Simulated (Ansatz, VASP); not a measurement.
# Cross-check of Au (S3(111) boundary in fcc Au) between VASP and Ansatz

Wanted: the spread between two codes on one cell, functional and k mesh.

Main program and level: Ansatz 0.2.0; plane waves, with VASP 6.6.1 beside it; single point at LDA.

## (1) The structure

The cell holds 8 atoms: 8 Au. Its edges and angles: a = 2.884 Å, b = 2.884 Å, c = 27.482 Å, α = 90.0°, β = 90.0°, γ = 120.0°. It derives from Au. As first built, before any earlier steps moved the atoms: plane [1, 1, 1]; removed 1; opened 0. Vacuum lies along c.

## (2) Ansatz: single point, LDA

Ansatz runs on its default PAW (the set named soft_2) files.

A single point gives forces, pressure and levels at one fixed geometry, so differences don't come from the geometry; what else differs is listed under the comparison.

input.yaml

```yaml
crystal:
  lattice:
    - [2.8837582304, 0.0, 0.0]
    - [-1.4418791152, 2.4974078859, 0.0]
    - [0.0, 0.0, 27.4820511471]
  atoms:
    - { symbol: Au, position: [0.0, 0.0, 0.1819369294] }
    - { symbol: Au, position: [0.3333333333, 0.6666666667, 0.2676138945] }
    - { symbol: Au, position: [0.6666666667, 0.3333333333, 0.351896463] }
    - { symbol: Au, position: [0.0, 0.0, 0.4365973372] }
    - { symbol: Au, position: [0.6666666667, 0.3333333333, 0.5221216404] }
    - { symbol: Au, position: [0.3333333333, 0.6666666667, 0.6066099455] }
    - { symbol: Au, position: [0.0, 0.0, 0.6911976924] }
    - { symbol: Au, position: [0.6666666667, 0.3333333333, 0.7758476638] }
hamiltonian:
  xc: lda
  pseudopotentials: { kind: paw }
kpoints:
  mp_grid: { grid: [9, 9, 1] }
scf:
  occupations: { method: fermi_dirac, width: 0.1 }
  n_extra_bands: 6
output:
  forces: true
  eigenvalues: true
```

On the command line:

```sh
ansatz run input.yaml --threads 4 --pin off --max-ram 9216MiB --backend cpu --events-out ev --progress --plain --runs-dir out
```

Numbers of over 12 decimals in the logs are rounded to 6 here.

Output:

```text
scf.n_extra_bands = 6 over 76 filled bands (N_el = 152.0): the run solves 82 bands
Engine: ansatz 0.2.0, aarch64-unknown-linux-gnu
Pseudopotentials: kind: paw
Pseudopotential: Au, paw, valence charge 19, recommended cutoff 420 eV (normal), Au.paw.azcp
Functional definition: SPW92
  exchange = slater_x
  correlation = pw_c
Crystal: 8 atoms, lattice volume = 197.924 Å³
Basis set: ecut = 420 eV, 3871 PW (Γ)
Bands: 82, of which v1, the nominal top of the filled ones, is band 76 counted from 1 (75 counted from 0)
Symmetry: 6 space group operations
Space group: P3m1 (ITA 156), of the structure as read, at distance tolerance 5.8e-5 Å
k-points: 12 of 81 (time reversal used)
Non-local potential: Au, projectors of the file, l = 0: 3, l = 1: 2, l = 2: 2, l = 3: 1
PAW form: soft (Blöchl's): semilocal exchange-correlation on the pseudo side does not see the compensation charge
PAW frozen core: Au, regenerated for the run's functional, and the local potential with it (the file was generated under x = pbe(κ = 0.804, μ = 0.219515), c = pbe(β = 0.066725))
PAW one-centre angular grid: Au, 590 points (default); XC on 64 Gauss nodes
Initial density: superposition of atomic densities (neutral atoms: chi_scale 0, normalization atom), corrected by the library's trained network
Initial wavefunctions: pseudopotential atomic-orbital guess
Functional: x = slater, c = lda
SCF iter   1: F=—  HF=-102918.719895 eV  |F-HF|=—  |Δ(HF+E_count)|=         —  Δρ=8.24e-3  dr2=1.83e0  ethr=1.77e-3  ⟨swp⟩=5.9  Hψ=3642  notcnv=0
preconditioner: auto → LDOS  [metal: Δε(μ)=0.210 eV  Ē_g=6.726 eV  σ=0.100 eV  W_gap=0.45  n_scr=64 (ndim 8)  ℏωp=24.8 eV  f_vac=0.296  D(μ)=1.88/eV (n_scr^D=10)  β→1.0]
SCF iter   2: F=—  HF=-102918.659408 eV  |F-HF|=—  |Δ(HF+E_count)|=   6.05e-2  Δρ=4.91e-3  dr2=7.09e-2  ethr=1.20e-3  ⟨swp⟩=2.0  Hψ=1278  notcnv=0  defer=3
SCF iter   3: F=—  HF=-102918.645930 eV  |F-HF|=—  |Δ(HF+E_count)|=   1.35e-2  Δρ=1.91e-3  dr2=1.27e-2  ethr=4.67e-5  ⟨swp⟩=2.6  Hψ=1937  notcnv=0  defer=3
SCF iter   4: F=—  HF=-102918.642980 eV  |F-HF|=—  |Δ(HF+E_count)|=   2.95e-3  Δρ=4.74e-4  dr2=1.66e-3  ethr=8.35e-6  ⟨swp⟩=3.2  Hψ=2051  notcnv=0  defer=3
SCF iter   5: F=—  HF=-102918.642623 eV  |F-HF|=—  |Δ(HF+E_count)|=   3.57e-4  Δρ=1.60e-4  dr2=9.59e-5  ethr=1.09e-6  ⟨swp⟩=2.2  Hψ=1537  notcnv=0  defer=3
SCF iter   6: F=—  HF=-102918.642951 eV  |F-HF|=—  |Δ(HF+E_count)|=   3.28e-4  Δρ=4.20e-5  dr2=6.50e-6  ethr=6.31e-8  ⟨swp⟩=2.8  Hψ=2149  notcnv=0
SCF iter   7: F=—  HF=-102918.642950 eV  |F-HF|=—  |Δ(HF+E_count)|=   5.38e-7  Δρ=1.34e-5  dr2=9.25e-7  ethr=4.28e-9  ⟨swp⟩=2.2  Hψ=1612  notcnv=0
SCF iter   8: F=-102918.642950 eV  HF=-102918.642950 eV  |F-HF|=4.45e-8  |Δ(HF+E_count)|=   1.33e-7  Δρ=5.38e-6  dr2=8.30e-8  ethr=6.58e-11  ⟨swp⟩=6.9  Hψ=5171  notcnv=0
SCF 1 converged in 8 iterations: F = -102918.642950 eV  dr2 = 8.30e-8
  greatest PAW one-centre occupation: 1.003 electrons in one spin orbital (limit 2), on the Au atom at site 3 (counted from 0), in its partial waves of l = 0
SCF converged after 8 iterations
Free energy (F): -102918.642950 eV
Harris-Foulkes:  -102918.642950 eV  (|F-HF|=4.45e-8)
Internal energy: -102918.583740 eV  (E = F + TS)
E sigma→0 (E₀):  -102918.613345 eV
Entropy (-TS):   -0.059210 eV (-7.401 meV/atom)
Fermi energy:    12.203559 eV
--- Per-component energies (eV) ---
  E_band       = -2925.779118
  E_kinetic    = 4839.696032
  E_local      = -154157.281833  (includes V_loc(G=0)·N_el)
  E_nonlocal   = 651.420796
  E_hartree    = 75438.007134
  E_xc         = -1812.181253
  E_vxc        = -2198.126621  (∫ρ·V_xc dr)
  E_paw        = -75387.946534  (= ΣΔE_a)
  E_vpaw       = -2937.473780  (= ΣTr[D̂ρ^β])
  E_aug_tail   = 0.010833  (compensation charges beyond the density's cutoff)
  E_ewald      = 47505.509343
  E_core_change = 4.181741  (= ΣΔE_core)
  E_smearing   = -0.059210  (= −TS)
  E_closure    = 0.000000  (closes the sum)
  Σ components = -102918.642950   (vs F -102918.642950, Δ=0.00e0)
--- Forces (eV/Å), atoms counted from 1 ---
  atom   1  Au     0.00000000     0.00000000     0.17174241
  atom   2  Au     0.00000000     0.00000000    -0.13507969
  atom   3  Au     0.00000000    -0.00000000     0.00281605
  atom   4  Au    -0.00000000    -0.00000000     0.01612746
  atom   5  Au     0.00000000     0.00000000     0.00628782
  atom   6  Au     0.00000000    -0.00000000     0.00942660
  atom   7  Au     0.00000000     0.00000000    -0.01310503
  atom   8  Au    -0.00000000     0.00000000    -0.05826788
  max |Σ_I F_I| component: 5.23e-5 eV/Å
--- Band table (eV; the first three rows and the last of 12) ---
  k-point 0: bands = [... 72 lower, 9.8848, 9.8848, 9.8962, 10.2270, 10.2270, 10.2780, 10.2780, 11.6454, ... 2 higher]
  k-point 1: bands = [... 72 lower, 9.6486, 9.8920, 9.9019, 10.2400, 10.2991, 10.4222, 11.2364, 12.5087, ... 2 higher]
  k-point 2: bands = [... 72 lower, 9.7520, 9.9292, 10.2667, 10.3473, 10.4474, 11.3321, 12.4349, 13.7662, ... 2 higher]
  k-point 11: bands = [... 72 lower, 14.4687, 14.6649, 14.8110, 15.1135, 15.1170, 15.1349, 15.5812, 15.6607, ... 2 higher]
```

The job ended after 5.4 s (4 threads of Arm Neoverse V2, shared host; peak memory 0.62 GiB).

In the SCF lines HF is the Harris–Foulkes energy and dr2 the Hartree energy of the density residual, in eV; the loop may stop once dr2 is under the threshold and the program's other checks hold. Hψ counts applications of the Hamiltonian.

## (3) VASP: single point, LDA

The same cell, functional (in two slightly different forms), mesh and smearing now go to VASP, with its own data sets and cutoff.

Lines of VASP's logs that name or quote its potential files are left out, and so is its time.

INCAR

```
SYSTEM = Au
PREC = Normal
ENCUT = 300
EDIFF = 1E-05
NELM = 120
ISMEAR = -1
SIGMA = 0.1
LREAL = Auto
ALGO = Fast
GGA = CA
NBANDS = 66
LORBIT = 11
LWAVE = .FALSE.
LCHARG = .TRUE.
KPAR = 4
LVHAR = .TRUE.
NEDOS = 1500
```

POSCAR

```
Au
1.0
    2.8837582304      0.0000000000      0.0000000000
   -1.4418791152      2.4974078859      0.0000000000
    0.0000000000      0.0000000000     27.4820511471
Au
8
Direct
    0.0000000000      0.0000000000      0.1819369294
    0.3333333333      0.6666666667      0.2676138945
    0.6666666667      0.3333333333      0.3518964630
    0.0000000000      0.0000000000      0.4365973372
    0.6666666667      0.3333333333      0.5221216404
    0.3333333333      0.6666666667      0.6066099455
    0.0000000000      0.0000000000      0.6911976924
    0.6666666667      0.3333333333      0.7758476638
```

KPOINTS

```
Automatic mesh
0
Gamma
9 9 1
0 0 0
```

PAW data sets: Au (LDA family, release 64).

On the command line:

```sh
mpirun -np 4 vasp_std
```

Output:

```text
[banner, memory and clock lines left out]
running    4 mpi-ranks, on    1 nodes
 distrk:  each k-point on    1 cores,    4 groups
 distr:  one band on    1 cores,    1 groups

 POSCAR found type information on POSCAR Au
 POSCAR found :  1 types and       8 ions
|                                                                             |
|               ----> ADVICE to this user running VASP <----                  |
|                                                                             |
|     You have a (more or less) 'small supercell' and for smaller cells       |
|     it is recommended to use the reciprocal-space projection scheme!        |
|     The real-space optimization is not efficient for small cells and it     |
|     is also less accurate ...                                               |
|     Therefore, set LREAL=.FALSE. in the INCAR file.                         |
|                                                                             |

 LDA part: xc-table for (Slater(with rela. corr.)+CA(PZ))
 , standard interpolation
 POSCAR, INCAR and KPOINTS ok, starting setup
 FFT: planning ... GRIDC
 FFT: planning ... GRID_SOFT
 FFT: planning ... GRID
 WAVECAR not read
 entering main loop
       N       E                     dE             d eps       ncg     rms          rms(c)
DAV:   1     0.419529307735E+03    0.41953E+03   -0.31673E+04  1600   0.802E+02
DAV:   2    -0.246634408380E+02   -0.44419E+03   -0.41796E+03  1736   0.229E+02
DAV:   3    -0.370759735217E+02   -0.12413E+02   -0.12240E+02  1840   0.379E+01
DAV:   4    -0.372310598184E+02   -0.15509E+00   -0.15503E+00  1896   0.428E+00
DAV:   5    -0.372341660141E+02   -0.31062E-02   -0.31061E-02  1816   0.607E-01    0.264E+01
RMM:   6    -0.350874120612E+02    0.21468E+01   -0.50591E+00  1745   0.874E+00    0.176E+01
RMM:   7    -0.415209075506E+02   -0.64335E+01   -0.38013E+00  1893   0.554E+00    0.170E+01
RMM:   8    -0.355401552950E+02    0.59808E+01   -0.32082E+00  1949   0.510E+00    0.714E+00
RMM:   9    -0.354950125010E+02    0.45143E-01   -0.44040E-01  1835   0.224E+00    0.496E+00
RMM:  10    -0.351253961550E+02    0.36962E+00   -0.22819E-01  1867   0.138E+00    0.354E+00
RMM:  11    -0.346748198234E+02    0.45058E+00   -0.61119E-02  1772   0.817E-01    0.104E+00
RMM:  12    -0.346616259954E+02    0.13194E-01   -0.13004E-02  1824   0.411E-01    0.794E-01
RMM:  13    -0.346601865394E+02    0.14395E-02   -0.14472E-03  1827   0.133E-01    0.565E-01
RMM:  14    -0.346572852240E+02    0.29013E-02   -0.59544E-03  1947   0.272E-01    0.186E-01
RMM:  15    -0.346564839403E+02    0.80128E-03   -0.64583E-04  1856   0.885E-02    0.871E-02
RMM:  16    -0.346563437260E+02    0.14021E-03   -0.81220E-05  1815   0.328E-02    0.592E-02
RMM:  17    -0.346563063673E+02    0.37359E-04   -0.29143E-05  1476   0.191E-02    0.500E-02
RMM:  18    -0.346562645436E+02    0.41824E-04   -0.73646E-05  1926   0.303E-02    0.860E-03
RMM:  19    -0.346562686860E+02   -0.41424E-05   -0.66590E-06  1289   0.959E-03
   1 F= -.34656269E+02 E0= -.34626875E+02  d E =-.587870E-01
```

Parts of OUTCAR (step 3):

```text
ion  position               nearest neighbor table
   1  0.000  0.000  0.182-   2 2.88   2 2.88   2 2.88
   2  0.333  0.667  0.268-   3 2.85   3 2.85   3 2.85   1 2.88   1 2.88   1 2.88
   3  0.667  0.333  0.352-   2 2.85   2 2.85   2 2.85   4 2.86   4 2.86   4 2.86
   4  0.000  0.000  0.437-   3 2.86   3 2.86   3 2.86   5 2.88   5 2.88   5 2.88
   5  0.667  0.333  0.522-   6 2.86   6 2.86   6 2.86   4 2.88   4 2.88   4 2.88
   6  0.333  0.667  0.607-   5 2.86   5 2.86   5 2.86   7 2.86   7 2.86   7 2.86
   7  0.000  0.000  0.691-   6 2.86   6 2.86   6 2.86   8 2.86   8 2.86   8 2.86
   8  0.667  0.333  0.776-   7 2.86   7 2.86   7 2.86

  LATTYP: Found a hexagonal cell.
 ALAT       =     2.8837582304
 C/A-ratio  =     9.5299428563

 Subroutine GETGRP returns: Found  6 space group operations
 (whereof  6 operations were pure point group operations)

The static configuration has the point symmetry C_3v.

 Found     12 irreducible k-points:

   k-points           NKPTS =     12   k-points in BZ     NKDIM =     12   number of bands    NBANDS=     66

   dimension x,y,z NGX =    12 NGY =   12 NGZ =  120
   dimension x,y,z NGXF=    24 NGYF=   24 NGZF=  240

   ENCUT  =  300.0 eV  22.05 Ry    4.70 a.u.   4.07  4.07 38.81*2*pi/ulx,y,z

   NELECT =      88.0000    total number of electrons

 k-points in reciprocal lattice and weights: Automatic mesh
   0.00000000  0.00000000  0.00000000       0.012
   0.11111111  0.00000000  0.00000000       0.074
   0.22222222 -0.00000000  0.00000000       0.074
   0.33333333 -0.00000000  0.00000000       0.074
   0.44444444 -0.00000000  0.00000000       0.074
   0.11111111  0.11111111  0.00000000       0.074
   0.22222222  0.11111111  0.00000000       0.148
   0.33333333  0.11111111  0.00000000       0.148
   0.44444444  0.11111111  0.00000000       0.074
   0.22222222  0.22222222  0.00000000       0.074
   0.33333333  0.22222222  0.00000000       0.148
   0.33333333  0.33333333  0.00000000       0.025

 average (electrostatic) potential at core
       1 -68.4651       2 -68.8798       3 -68.9965       4 -69.0112       5 -69.0140
       6 -69.0116       7 -68.8943       8 -68.4812

 E-fermi :   4.6543

 k-point     1 :       0.0000    0.0000    0.0000
  band No.  band energies     occupation
    ...
     45       2.6510      2.00000
     46       2.7020      2.00000
     47       2.7020      2.00000
     48       4.1000      1.99220
     49       4.4604      1.74851
     50       8.7744      0.00000
     51       9.6256      0.00000
     52      10.6613      0.00000
     53      11.0393      0.00000
     54      13.1870      0.00000
    ...

 k-point     2 :       0.1111    0.0000    0.0000
  band No.  band energies     occupation
    ...
     43       2.3271      2.00000
     44       2.6639      2.00000
     45       2.7230      2.00000
     46       2.8576      2.00000
     47       3.6810      1.99988
     48       4.9596      0.09019
     49       5.5719      0.00021
     50       8.8722      0.00000
     51       9.8660      0.00000
     52      10.9417      0.00000
    ...

 k-point     3 :       0.2222   -0.0000    0.0000
  band No.  band energies     occupation
    ...
     42       2.3544      2.00000
     43       2.6904      2.00000
     44       2.7709      2.00000
     45       2.8842      2.00000
     46       3.7754      1.99970
     47       4.8862      0.17913
     48       6.2238      0.00000
     49       7.5255      0.00000
     50       9.3679      0.00000
     51      10.5869      0.00000
    ...

  Total       -5.4788382     -5.4788382     -1.5150000      0.0000000      0.0000000     -0.0000000
  in kB      -44.3508135    -44.3508135    -12.2638192      0.0000000      0.0000000     -0.0000000
  external PRESSURE =     -33.6551487 kB  Pullay stress =       0.0000000 kB

  energy-cutoff  :      300.00
  volume of cell :      197.92
      direct lattice vectors                 reciprocal lattice vectors
     2.883758230  0.000000000  0.000000000     0.346769708  0.200207584  0.000000000
    -1.441879115  2.497407886  0.000000000     0.000000000  0.400415169  0.000000000
     0.000000000  0.000000000 27.482051147     0.000000000  0.000000000  0.036387386

 POSITION                                       TOTAL-FORCE (eV/Angst)
 -----------------------------------------------------------------------------------
      0.00000      0.00000      5.00000        -0.000000      0.000000      0.162684
     -0.00000      1.66494      7.35458         0.000000      0.000000     -0.131403
      1.44188      0.83247      9.67084        -0.000000      0.000000      0.017731
      0.00000      0.00000     11.99859        -0.000000      0.000000      0.020426
      1.44188      0.83247     14.34897        -0.000000      0.000000     -0.017865
     -0.00000      1.66494     16.67089        -0.000000      0.000000      0.001288
      0.00000      0.00000     18.99553        -0.000000      0.000000     -0.020993
      1.44188      0.83247     21.32189         0.000000      0.000000     -0.031869
 -----------------------------------------------------------------------------------
    total drift:                               -0.000001      0.000000     -0.030429

  FREE ENERGIE OF THE ION-ELECTRON SYSTEM (eV)
  ---------------------------------------------------
  free  energy   TOTEN  =       -34.6562686860 eV

  energy  without entropy=      -34.5974816365  energy(sigma->0) =      -34.62687516

 total charge
# of ion       s       p       d       tot
------------------------------------------
    1        0.560   0.278   8.746   9.584
    2        0.544   0.360   8.759   9.663
    3        0.543   0.373   8.756   9.672
    4        0.547   0.370   8.748   9.665
    5        0.547   0.370   8.749   9.666
    6        0.543   0.373   8.755   9.671
    7        0.545   0.363   8.759   9.668
    8        0.561   0.283   8.748   9.592
--------------------------------------------------
tot          4.390   2.770  70.021  77.181

[... 3 further parts left out ...]
```

## (4) Side by side

Known differences besides the PAW data sets themselves: the two LDA forms differ slightly; the data sets hold 152 valence electrons in Ansatz (default PAW (the set named soft_2) files) and 88 in VASP; the cutoff is 420 eV in Ansatz and 300 eV in VASP (PREC = Normal, projectors in real space); Ansatz makes its cores anew for this functional, VASP keeps those of its LDA data sets. Total energies have different zeros and are not compared.

Forces (eV/Å; atoms numbered as in POSCAR):

```csv
atom,"Ansatz x, y, z","VASP x, y, z"
Au1,"0.000, 0.000, 0.172","0.000, 0.000, 0.163"
Au2,"0.000, 0.000, -0.135","0.000, 0.000, -0.131"
Au3,"0.000, 0.000, 0.003","0.000, 0.000, 0.018"
Au4,"0.000, 0.000, 0.016","0.000, 0.000, 0.020"
Au5,"0.000, 0.000, 0.006","0.000, 0.000, -0.018"
Au6,"0.000, 0.000, 0.009","0.000, 0.000, 0.001"
Au7,"0.000, 0.000, -0.013","0.000, 0.000, -0.021"
Au8,"0.000, 0.000, -0.058","0.000, 0.000, -0.032"
```

The forces differ by 8.5 meV/Å r.m.s., which is 19.4 % of the r.m.s. force of 0.04 eV/Å (both taken over all components).

## (5) Outcome

* r.m.s. force difference (single point, LDA): 8.5 meV/Å

The r.m.s. force difference is 8.5 meV/Å (single point, LDA), within the 12 meV/Å picked in this series as the mark of a large difference. How closely two codes agree says nothing of how well the functional describes the real material.

[Lines on the potential files, build, host, timing and source positions are cut from VASP's logs without a mark.]

[Logs are printed without paths, hosts, clocks, repeated set-up lines and the standing remarks that a program may print on its own settings, such as how far it seeks lower states.]

[Hosts, paths, dates, database ids (printed as entryN), source tags and the programs' standing remarks are cut or masked in the printed files.]
